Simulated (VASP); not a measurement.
OSZICAR of a VASP run on CdS (zinc blende):

OSZICAR:
```
       N       E                     dE             d eps       ncg     rms          rms(c)
DAV:   1     0.669351085543E+02    0.66935E+02   -0.81695E+03   958   0.104E+03
DAV:   2    -0.307376073576E+02   -0.97673E+02   -0.93545E+02  1055   0.276E+02
DAV:   3    -0.348539560951E+02   -0.41163E+01   -0.41062E+01  1085   0.589E+01
DAV:   4    -0.348820759890E+02   -0.28120E-01   -0.28116E-01  1025   0.484E+00
DAV:   5    -0.348824566100E+02   -0.38062E-03   -0.38062E-03  1065   0.541E-01    0.768E+00
DAV:   6    -0.295959198660E+02    0.52865E+01   -0.41113E+00   910   0.334E+01    0.940E+00
DAV:   7    -0.296015287065E+02   -0.56088E-02   -0.43877E-01   910   0.853E+00    0.538E+00
DAV:   8    -0.295906867737E+02    0.10842E-01   -0.38040E-01   910   0.568E+00    0.123E+00
DAV:   9    -0.296236065963E+02   -0.32920E-01   -0.22000E-01   910   0.427E+00    0.724E-01
DAV:  10    -0.296816853334E+02   -0.58079E-01   -0.26803E-02   920   0.156E+00    0.298E-01
DAV:  11    -0.296819977434E+02   -0.31241E-03   -0.61808E-03   945   0.925E-01    0.175E-01
DAV:  12    -0.296828436877E+02   -0.84594E-03   -0.26084E-03   920   0.600E-01    0.126E-01
DAV:  13    -0.296841317182E+02   -0.12880E-02   -0.21557E-03   915   0.571E-01    0.423E-02
DAV:  14    -0.296845675090E+02   -0.43579E-03   -0.10901E-04   990   0.123E-01    0.898E-03
DAV:  15    -0.296846165696E+02   -0.49061E-04   -0.26756E-05   967   0.501E-02    0.695E-03
DAV:  16    -0.296846215551E+02   -0.49855E-05   -0.71773E-06   640   0.323E-02
   1 F= -.29684622E+02 E0= -.29684622E+02  d E =-.296846E+02
```

Problem. Which electronic solver shows in the log?

Solution. It is blocked Davidson (ALGO = Normal, or the opening steps of other solvers). The INCAR had ALGO = Normal.

Problem. Can the final energy be trusted as converged?

Solution. The run converged. It stopped with EDIFF = 1E-5, NELM = 100, NSW = 20 and EDIFFG = -0.03 after 1 ionic step (r2SCAN meta-GGA, plane waves, VASP's PBE PAW potentials (set 64)).

The compound is CdS in the zinc blende structure, a metastable form; wurtzite is the usual one. It was relaxed first.
